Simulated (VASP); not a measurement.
OSZICAR of a VASP run on PtSe2 (1T layered):

### OSZICAR
```
       N       E                     dE             d eps       ncg     rms          rms(c)
DAV:   1     0.979910863139E+02    0.97991E+02   -0.85512E+03   736   0.101E+03
DAV:   2    -0.107307530387E+02   -0.10872E+03   -0.10607E+03   916   0.207E+02
DAV:   3    -0.151056748325E+02   -0.43749E+01   -0.43579E+01   930   0.455E+01
DAV:   4    -0.151423106023E+02   -0.36636E-01   -0.36631E-01   867   0.445E+00
DAV:   5    -0.151428574430E+02   -0.54684E-03   -0.54683E-03   924   0.520E-01    0.121E+01
DAV:   6    -0.145193879008E+02    0.62347E+00   -0.51686E+00   734   0.227E+01    0.701E+00
DAV:   7    -0.143187005478E+02    0.20069E+00   -0.97023E-01   734   0.104E+01    0.352E+00
DAV:   8    -0.143019121368E+02    0.16788E-01   -0.72280E-02   797   0.188E+00    0.814E-01
DAV:   9    -0.142979567607E+02    0.39554E-02   -0.12737E-02   811   0.122E+00    0.197E-01
DAV:  10    -0.142982632725E+02   -0.30651E-03   -0.19139E-03   874   0.309E-01    0.520E-02
DAV:  11    -0.142982789002E+02   -0.15628E-04   -0.62342E-05   944   0.769E-02    0.268E-02
DAV:  12    -0.142982881416E+02   -0.92414E-05   -0.26267E-05   797   0.374E-02    0.282E-03
DAV:  13    -0.142982887457E+02   -0.60410E-06   -0.13381E-06   746   0.843E-03
   1 F= -.14298289E+02 E0= -.14298289E+02  d E =-.142983E+02
       N       E                     dE             d eps       ncg     rms          rms(c)
DAV:   1    -0.142989309260E+02   -0.64278E-03   -0.12409E-02   741   0.929E-01    0.138E-01
DAV:   2    -0.142984538487E+02    0.47708E-03   -0.23440E-03   755   0.513E-01    0.807E-02
DAV:   3    -0.142983614561E+02    0.92393E-04   -0.21767E-04   818   0.163E-01    0.300E-02
DAV:   4    -0.142983381305E+02    0.23326E-04   -0.13169E-04   797   0.633E-02    0.120E-02
DAV:   5    -0.142983374613E+02    0.66922E-06   -0.52250E-06   832   0.215E-02
   2 F= -.14298337E+02 E0= -.14298337E+02  d E =-.487156E-04
       N       E                     dE             d eps       ncg     rms          rms(c)
DAV:   1    -0.142983539246E+02   -0.15794E-04   -0.32064E-04   748   0.150E-01    0.228E-02
DAV:   2    -0.142983417341E+02    0.12190E-04   -0.66974E-05   776   0.874E-02    0.133E-02
DAV:   3    -0.142983394992E+02    0.22349E-05   -0.61273E-06   797   0.277E-02    0.474E-03
DAV:   4    -0.142983392818E+02    0.21746E-06   -0.29892E-06   707   0.966E-03
   3 F= -.14298339E+02 E0= -.14298339E+02  d E =-.505361E-04
```

Q: Which electronic solver shows in the log?

A: It is blocked Davidson (ALGO = Normal, or the opening steps of other solvers). The INCAR had ALGO = Normal.

Q: Can the final energy be trusted as converged?

A: Self-consistency was reached. It stopped with EDIFF = 1E-6, NELM = 100, NSW = 60 and EDIFFG = -0.02 after 3 ionic steps (PBE GGA, plane waves, VASP's PBE PAW potentials (set 64)). Without a dispersion term in the relaxation, distances and binding between the weakly bound layers, chains or molecules are unreliable, and so is what depends on them.

The compound is PtSe2 in the 1T layered structure. This run relaxes it. Symmetry was kept, so distortions that lower it aren't found. The start is the result of an earlier pass.
